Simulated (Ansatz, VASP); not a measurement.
# Cross-check of BiN between VASP and Ansatz, part 2 of 2

Aim: how closely do two programs agree when they are given the same cell, functional and k mesh? The cell is generated by rule, not measured, and may not be a known phase. The cell is taken from a series of runs on this material, whose earlier steps may have relaxed, scaled, displaced or heated it; both programs get it as it stands.

VASP 6.6.1 and Ansatz 0.2.0.

So far: The structure; Ansatz: relaxation of cell and atoms, PBEsol, pair 1; VASP: relaxation of cell and atoms, PBEsol, pair 1; Side by side.

## (5) VASP: relaxation of cell and atoms, PBEsol, pair 2

Level of this step: PBEsol; plane waves and PAW (Bi_d, N); invented cell (VASP).

The relaxed volume is the usual yardstick between codes: in a stiff, nearly cubic crystal its relative difference is about their pressure difference at one cell divided by the bulk modulus.

File INCAR:

```
SYSTEM = BiN
PREC = Accurate
ENCUT = 600
EDIFF = 1E-07
NELM = 120
ISMEAR = 0
SIGMA = 0.01
LREAL = .FALSE.
ALGO = Normal
GGA = PS
NBANDS = 16
LORBIT = 11
LWAVE = .FALSE.
LCHARG = .FALSE.
ISIF = 3
IBRION = 2
NSW = 80
EDIFFG = -0.005
LASPH = .TRUE.
GGA_COMPAT = .FALSE.
NELMIN = 4
EFERMI = MIDGAP
KPAR = 2
```

File POSCAR:

```
BiN
1.0
    1.7852980000      1.0307420000      3.1229580000
   -1.7852980000      1.0307420000      3.1229580000
    0.0000000000     -2.0614840000      3.1229580000
Bi N
1 1
Direct
    0.9927400027      0.9927400027      0.9927400027
    0.5411793349      0.5411793349      0.5411793349
```

File KPOINTS:

```
Automatic mesh
0
Gamma
12 12 12
0 0 0
```

Potentials, in the order of the species: Bi_d and N (PBE family, release 64).

Launch:

```
> mpirun -np 2 vasp_std
```

Numbers of over 12 decimals in the logs are rounded to 6 here.

What it wrote:

```text
[banner, memory and clock lines left out]
running    2 mpi-ranks, on    1 nodes
[...]
[... a notice as in an earlier step ...]

 LDA part: xc-table for (Slater+PW92), standard interpolation
 POSCAR, INCAR and KPOINTS ok, starting setup
[...]
entering main loop
       N       E                     dE             d eps       ncg     rms          rms(c)
DAV:   1     0.167808705948E+03    0.16781E+03   -0.11735E+04  6112   0.170E+03
DAV:   2    -0.131216210576E+01   -0.16912E+03   -0.16400E+03  6816   0.421E+02
DAV:   3    -0.133047768097E+02   -0.11993E+02   -0.11919E+02  7576   0.108E+02
DAV:   4    -0.135521971950E+02   -0.24742E+00   -0.24734E+00  7832   0.170E+01
[...]
DAV:  13    -0.116730369675E+02    0.30875E-06   -0.53495E-07  7608   0.658E-03    0.451E-03
DAV:  14    -0.116730367487E+02    0.21888E-06   -0.96674E-08  4680   0.233E-03    0.163E-03
DAV:  15    -0.116730366733E+02    0.75336E-07   -0.24857E-08  3800   0.171E-03
   1 F= -.11673037E+02 E0= -.11673037E+02  d E =-.116730E+02
[... from here on, the cycles between the ionic steps are left out ...]
   2 F= -.11673083E+02 E0= -.11673083E+02  d E =-.458338E-04
   3 F= -.11673085E+02 E0= -.11673085E+02  d E =-.479809E-04
   4 F= -.11673122E+02 E0= -.11673122E+02  d E =-.370890E-04
   5 F= -.11673165E+02 E0= -.11673165E+02  d E =-.799460E-04
   6 F= -.11673165E+02 E0= -.11673165E+02  d E =-.803259E-04
   7 F= -.11673169E+02 E0= -.11673169E+02  d E =-.437177E-05
 trial-energy change:   -0.000004  1 .order   -0.000005   -0.000007   -0.000002
 step:   1.1114(harm=  1.1114)  dis= 0.00050  next Energy=   -11.673170 (dE=-0.507E-05)
 reached required accuracy - stopping structural energy minimisation
```

From OUTCAR (step 5):

```text
  Total        0.0027496      0.0027496     -0.0079983      0.0000000      0.0000000      0.0000000
  in kB        0.1280188      0.1280187     -0.3723893      0.0000000      0.0000000      0.0000000
  external PRESSURE =      -0.0387839 kB  Pullay stress =       0.0000000 kB

 POSITION                                       TOTAL-FORCE (eV/Angst)
 -----------------------------------------------------------------------------------
     -0.00000      0.00000      9.28320         0.000000      0.000000     -0.002434
     -0.00000      0.00000      5.05278        -0.000000      0.000000      0.002434
 -----------------------------------------------------------------------------------
    total drift:                                0.000000     -0.000009     -0.000386

  FREE ENERGIE OF THE ION-ELECTRON SYSTEM (eV)
  ---------------------------------------------------
  free  energy   TOTEN  =       -11.6731693519 eV

  energy  without entropy=      -11.6731693519  energy(sigma->0) =      -11.67316935

[... 1 part as in an earlier step ...]

[... 3 further parts left out ...]
[key lines of the parts left out:]
E-fermi :   8.4318
```

The run keeps the 6 symmetry operations of its start, so it cannot find a distortion of lower symmetry.

## (6) Ansatz: relaxation of cell and atoms, PBEsol, pair 2

The same cell, functional and mesh now go to Ansatz, which takes its cutoff from its data sets.

The cell is taken from a series of runs on this material, whose earlier steps may have relaxed, scaled, displaced or heated it; both programs get it as it stands.

File input.yaml:

```yaml
crystal:
  lattice:
    - [1.7852976695, 1.0307420901, 3.1229581683]
    - [-1.7852976695, 1.0307420901, 3.1229581683]
    - [0.0, -2.0614841802, 3.1229581683]
  atoms:
    - { symbol: Bi, position: [0.9927400012, 0.9927400012, 0.9927400012] }
    - { symbol: "N", position: [0.5411793165, 0.5411793165, 0.5411793165] }
kpoints:
  mp_grid: { grid: [12, 12, 12] }
hamiltonian:
  xc: pbesol
scf:
  occupations: { method: fixed }
output:
  forces: true
  stress: true
  eigenvalues: true
relax:
  adjacent_minimum: "off"
  f_tol: 0.001
  max_steps: 60
  cell: { stress_tol: 0.01 }
```

Launch:

```
> ansatz run input.yaml --threads 4 --pin off --max-ram 7168MiB --backend cpu --events-out ev --progress --plain --runs-dir out
```

What it wrote:

```text
[...]
Crystal: 2 atoms, lattice volume = 34.481 Å³
Basis set: ecut = 420 eV, 665 PW (Γ), exchange–correlation on 54×54×54 points (8 copies of the dense FFT grid, shifted against one another)
Bands: 14, of which v1, the nominal top of the filled ones, is band 10 counted from 1 (9 counted from 0)
Symmetry: 6 space group operations
[...]
k-points: 189 of 1728 (time reversal used)
[...]
k-point 188: bands = [... 6 lower, 1.9537, 10.6417, 10.6417, 11.0333, 13.9811, 15.8046, 15.8046, 21.1504]
--- Relaxed structure (3 steps of the walk, 2 accepted, 1 SCFs on fresh bases) ---
[...]
cell:  # Å, volume = 34.4877 Å³
    - [1.785305, 1.030746, 3.123553]
    - [-1.785305, 1.030746, 3.123553]
    - [0, -2.061493, 3.123553]
  atoms:
    - { symbol: Bi, position: [0.992734, 0.992734, 0.992734] }
    - { symbol: N, position: [0.541185, 0.541185, 0.541185] }
[key lines of the parts left out:]
SCF converged after 5 iterations
Free energy (F): -12619.233676 eV
Fermi energy:    12.337653 eV
P = ⅓ Tr σ = 0.0014 GPa (0.014 kbar)
```

## (7) Comparison

Compared:

| quantity | Ansatz | VASP | difference |
| --- | --- | --- | --- |
| volume (Å³) | 34.49 | 34.41 | +0.22 % |
| edge a after relaxation, in the typed setting (Å) | 3.743 | 3.736 | +0.18 % |

## (8) VASP: relaxation of cell and atoms, PBEsol, pair 3

The relaxed volume is the usual yardstick between codes: in a stiff, nearly cubic crystal its relative difference is about their pressure difference at one cell divided by the bulk modulus. This pair takes another cell of the material, with 4 atoms against 2 for the pair before.

Edit INCAR of step 5 so:

```diff
@@ -6,3 +6,3 @@
 ISMEAR = 0
-SIGMA = 0.01
+SIGMA = 0.02
 LREAL = .FALSE.
@@ -10,3 +10,3 @@
 GGA = PS
-NBANDS = 16
+NBANDS = 26
 LORBIT = 11
```

File POSCAR:

```
BiN
1.0
    3.6254800000      0.0000000000      0.0000000000
    0.0000000000      4.4056310000      0.0000000000
    0.0000000000      0.0000000000      4.8645440000
Bi N
2 2
Direct
    0.5000000000      0.4999998865      0.2216470855
    0.0000000000      0.0000000000      0.7783529145
    0.5000000000      0.0000000000      0.0466121799
    0.0000000000      0.4999998865      0.9533878201
```

File KPOINTS:

```
Automatic mesh
0
Gamma
8 8 6
0 0 0
```

Launch:

```
> mpirun -np 2 vasp_std
```

What it wrote:

```text
[banner, memory and clock lines left out]
running    2 mpi-ranks, on    1 nodes
[...]
[... a notice as in an earlier step ...]

 LDA part: xc-table for (Slater+PW92), standard interpolation
 POSCAR, INCAR and KPOINTS ok, starting setup
[...]
entering main loop
       N       E                     dE             d eps       ncg     rms          rms(c)
DAV:   1     0.464602655579E+03    0.46460E+03   -0.22729E+04  5200   0.207E+03
DAV:   2     0.323267587471E+02   -0.43228E+03   -0.42274E+03  5382   0.525E+02
DAV:   3    -0.256401076746E+02   -0.57967E+02   -0.56354E+02  6536   0.191E+02
DAV:   4    -0.283325725471E+02   -0.26925E+01   -0.26797E+01  5960   0.424E+01
[...]
DAV:  14    -0.236589321146E+02    0.79021E-06   -0.24048E-06  6260   0.123E-02    0.216E-03
DAV:  15    -0.236589317854E+02    0.32914E-06   -0.23521E-07  4280   0.361E-03    0.874E-04
DAV:  16    -0.236589317574E+02    0.28032E-07   -0.35893E-08  2748   0.156E-03
   1 F= -.23658932E+02 E0= -.23658932E+02  d E =-.236589E+02
[... from here on, the cycles between the ionic steps are left out ...]
   2 F= -.23658968E+02 E0= -.23658968E+02  d E =-.366905E-04
   3 F= -.23659002E+02 E0= -.23659002E+02  d E =-.707256E-04
   4 F= -.23659074E+02 E0= -.23659074E+02  d E =-.712464E-04
   5 F= -.23659219E+02 E0= -.23659219E+02  d E =-.216088E-03
   6 F= -.23659176E+02 E0= -.23659176E+02  d E =-.173457E-03
   7 F= -.23659255E+02 E0= -.23659255E+02  d E =-.252101E-03
   8 F= -.23659330E+02 E0= -.23659330E+02  d E =-.754622E-04
   9 F= -.23659397E+02 E0= -.23659397E+02  d E =-.141962E-03
  10 F= -.23659397E+02 E0= -.23659397E+02  d E =-.142417E-03
  11 F= -.23659390E+02 E0= -.23659390E+02  d E =0.748824E-05
  12 F= -.23659402E+02 E0= -.23659402E+02  d E =-.506385E-05
[...]
reached required accuracy - stopping structural energy minimisation
```

OUTCAR, selected parts (step 8):

```text
  Total       -0.0053738     -0.0001568     -0.0031525      0.0000000      0.0000000      0.0000000
  in kB       -0.1115910     -0.0032562     -0.0654656      0.0000000      0.0000000      0.0000000
  external PRESSURE =      -0.0601043 kB  Pullay stress =       0.0000000 kB

 POSITION                                       TOTAL-FORCE (eV/Angst)
 -----------------------------------------------------------------------------------
      1.81145      2.20852      1.07701         0.000000      0.000000      0.001663
      0.00000      0.00000      3.74438         0.000000      0.000000     -0.001663
      1.81145      0.00000      0.23173         0.000000      0.000000     -0.000982
      0.00000      2.20852      4.58966         0.000000      0.000000      0.000982
 -----------------------------------------------------------------------------------
    total drift:                                0.000000      0.000739     -0.000417

  FREE ENERGIE OF THE ION-ELECTRON SYSTEM (eV)
  ---------------------------------------------------
  free  energy   TOTEN  =       -23.6594020648 eV

  energy  without entropy=      -23.6594020648  energy(sigma->0) =      -23.65940206

[... 1 part as in an earlier step ...]

[... 3 further parts left out ...]
[key lines of the parts left out:]
E-fermi :   6.7285
```

## (9) Ansatz: relaxation of cell and atoms, PBEsol, pair 3

The same cell, functional, mesh and smearing now go to Ansatz, which takes its cutoff from its data sets.

The cell is taken from a series of runs on this material, whose earlier steps may have relaxed, scaled, displaced or heated it; both programs get it as it stands.

input.yaml, the sections that differ from step 6:

```yaml
crystal:
  lattice:
    - [3.6254795143, 0.0, 0.0]
    - [0.0, 4.4056306644, 0.0]
    - [0.0, 0.0, 4.8645437063]
  atoms:
    - { symbol: Bi, position: [0.5, 0.5, 0.2216470998] }
    - { symbol: Bi, position: [0.0, 0.0, 0.7783529002] }
    - { symbol: "N", position: [0.5, 0.0, 0.0466121438] }
    - { symbol: "N", position: [0.0, 0.5, 0.9533878562] }
kpoints:
  mp_grid: { grid: [8, 8, 6] }
scf:
  occupations: { method: gaussian, width: 0.02 }
# hamiltonian, output, relax: as in step 6
```

Launch:

```
> ansatz run input.yaml --threads 4 --pin off --max-ram 7168MiB --backend cpu --events-out ev --progress --plain --runs-dir out
```

What it wrote:

```text
[...]
Crystal: 4 atoms, lattice volume = 77.699 Å³
Basis set: ecut = 420 eV, 1527 PW (Γ), exchange–correlation on 50×60×72 points (8 copies of the dense FFT grid, shifted against one another)
Bands: 24, of which v1, the nominal top of the filled ones, is band 20 counted from 1 (19 counted from 0)
Symmetry: 8 space group operations
[...]
k-points: 100 of 384
[...]
--- Relaxed structure (4 steps of the walk, 4 accepted, 1 SCFs on fresh bases) ---
[...]
cell:  # Å, volume = 77.6146 Å³
    - [3.624692, 0.0, 0.0]
    - [0.0, 4.409254, 0.0]
    - [0.0, 0.0, 4.856320]
  atoms:
    - { symbol: Bi, position: [0.500000, 0.5, 0.221795] }
    - { symbol: Bi, position: [0.0, 0.0, 0.778205] }
    - { symbol: N, position: [0.500000, 0.0, 0.046994] }
    - { symbol: N, position: [0.0, 0.5, 0.953006] }
[key lines of the parts left out:]
SCF converged after 9 iterations
Free energy (F): -25238.794650 eV
Fermi energy:    10.297466 eV
P = ⅓ Tr σ = -0.0027 GPa (-0.027 kbar)
```

## (10) Side by side

The two programs side by side:

| quantity | Ansatz | VASP | difference |
| --- | --- | --- | --- |
| volume (Å³) | 77.61 | 77.15 | +0.60 % |
| edge a after relaxation, in the typed setting (Å) | 3.625 | 3.623 | +0.05 % |
| edge b after relaxation, in the typed setting (Å) | 4.409 | 4.417 | -0.17 % |
| edge c after relaxation, in the typed setting (Å) | 4.856 | 4.821 | +0.72 % |

## (11) Results

| Item | Value |
| --- | --- |
| difference in volume (relaxation of cell and atoms, PBEsol, pair 1) | 0.068 % |
| difference in volume (relaxation of cell and atoms, PBEsol, pair 2) | 0.22 % |
| difference in edge c after relaxation, in the typed setting (relaxation of cell and atoms, PBEsol, pair 3) | 0.72 % |

**Reading.** The difference in edge c after relaxation, in the typed setting is 0.72 % (relaxation of cell and atoms, PBEsol, pair 3), within the 1.2 % picked in this series as the mark of a large difference, as far as the stopping tolerances let one tell. 5 further runs of this series are not shown here. Such differences can come from data sets, numerical settings and the points named under the comparisons, not from the functional's error against experiment.

[Lines on the potential files, build, host, timing and source positions are cut from VASP's logs without a mark.]

[Logs are printed without paths, hosts, clocks, repeated set-up lines and the standing remarks that a program may print on its own settings, such as how far it seeks lower states.]

[Hosts, paths, dates, database ids (printed as entryN), source tags and the programs' standing remarks are cut or masked in the printed files.]
